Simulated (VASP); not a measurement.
Output of a VASP run:

### OSZICAR
```
       N       E                     dE             d eps       ncg     rms          rms(c)
DAV:   1     0.584522599535E+02    0.58452E+02   -0.43818E+03  1008   0.925E+02
DAV:   2     0.236138137905E+01   -0.56091E+02   -0.55180E+02  1228   0.150E+02
DAV:   3     0.187689819774E+00   -0.21737E+01   -0.21669E+01  1306   0.341E+01
DAV:   4     0.143859012134E+00   -0.43831E-01   -0.43802E-01  1622   0.415E+00
DAV:   5     0.143719551564E+00   -0.13946E-03   -0.13944E-03  1324   0.198E-01    0.189E+00
DAV:   6     0.145606585538E+00    0.18870E-02   -0.36323E-03  1368   0.680E-01    0.112E+00
DAV:   7     0.145390527512E+00   -0.21606E-03   -0.87196E-03  1143   0.110E+00    0.520E-02
DAV:   8     0.145081305381E+00   -0.30922E-03   -0.50818E-04  1327   0.163E-01    0.342E-02
DAV:   9     0.145081135830E+00   -0.16955E-06   -0.23395E-05  1421   0.391E-02    0.652E-03
DAV:  10     0.145079585852E+00   -0.15500E-05   -0.10352E-06  1445   0.113E-02    0.409E-03
DAV:  11     0.145079371328E+00   -0.21452E-06   -0.12706E-06  1082   0.149E-02    0.737E-04
DAV:  12     0.145079398399E+00    0.27071E-07   -0.46041E-08   714   0.210E-03
   1 F= 0.14507940E+00 E0= 0.14481561E+00  d E =0.791358E-03
```

OUTCAR:
```
------------------------ aborting loop because EDIFF is reached ----------------------------------------
  FORCE on cell =-STRESS in cart. coord.  units (eV):
  Direction    XX          YY          ZZ          XY          YZ          ZX
  --------------------------------------------------------------------------------------
  Total        0.1111550      0.1111550      0.1111550      0.0000000      0.0000000      0.0000000
  in kB        3.1506089      3.1506089      3.1506089      0.0000000      0.0000000      0.0000000
  external PRESSURE =       3.1506089 kB  Pullay stress =       0.0000000 kB
  volume of cell :       56.53
      direct lattice vectors                 reciprocal lattice vectors
    -2.417658673  2.417658673  2.417658673     0.000000000  0.206811659  0.206811659
     2.417658673 -2.417658673  2.417658673     0.206811659  0.000000000  0.206811659
     2.417658673  2.417658673 -2.417658673     0.206811659  0.206811659  0.000000000
 POSITION                                       TOTAL-FORCE (eV/Angst)
 -----------------------------------------------------------------------------------
      0.00000      0.00000      0.00000        -0.000000      0.000000     -0.000000
 -----------------------------------------------------------------------------------
    total drift:                                0.000000      0.000000     -0.000000
  FREE ENERGIE OF THE ION-ELECTRON SYSTEM (eV)
  ---------------------------------------------------
  free  energy   TOTEN  =         0.1450793984 eV

  energy  without entropy=        0.1442880401  energy(sigma->0) =        0.14481561
```
(Selected blocks of OUTCAR.)

**POSCAR**
```
Ba
1
   -2.4176586731     2.4176586731     2.4176586731
    2.4176586731    -2.4176586731     2.4176586731
    2.4176586731     2.4176586731    -2.4176586731
Ba
1
Direct
  0.0000000000   0.0000000000   0.0000000000
```

**Question.** Write an INCAR and KPOINTS that could have produced this output.

**Answer.** This is not unique; one that fits is the input of the run itself, vdW-DF-cx, plane waves, VASP's PBE PAW potentials (set 64).

KPOINTS:
```
Automatic mesh
0
Gamma
11 11 11
0 0 0
```

INCAR:
```
SYSTEM  =  Ba
PREC  =  Accurate; ENCUT  =  520; LREAL  =  .False.
LASPH  =  .True.
EDIFF  =  1E-7; NELM  =  100; ALGO  =  Normal
LMAXMIX  =  4
ISMEAR  =  1; SIGMA  =  0.1
GGA  =  CX; LUSE_VDW  =  .True.; AGGAC  =  0.0
ISIF  =  2
LWAVE  =  .False.; LCHARG  =  .False.
```

POTCAR, in this order: Ba_sv (PBE.64 set). Program: vasp_std.

The compound is Ba in the bcc structure. This cell is one point of a volume scan, at 0.97 of the reference volume.
